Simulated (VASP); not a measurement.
Consider the following.

```
CELL_PARAMETERS angstrom
      0.00000     2.30124     2.30124
      2.30124     0.00000     2.30124
      2.30124     2.30124     0.00000
ATOMIC_POSITIONS crystal
  B  0.00000 0.00000 0.00000
  As 0.25000 0.25000 0.25000
```

These are PBEsol GGA, VASP's PBE PAW potentials (set 64) (plane waves; VASP 6.6.1) values and carry that method's errors. Settings: 620 eV cut-off, 10×10×10 Γ-centred mesh, Gaussian smearing of 0.050 eV, potentials B As.

Task: Estimate the energy per atom (σ→0), pressure.

Result: 
```json
{
  "energy per atom (σ→0)": "-6.021 eV/atom",
  "pressure": "19.82 GPa"
}
```

Total energies compare only between runs with the same potentials, cut-off and functional.

The structure was generated: BAs was put into the zinc blende type (F-43m), which need not be its known phase. It was relaxed first under an external pressure of 20 GPa.
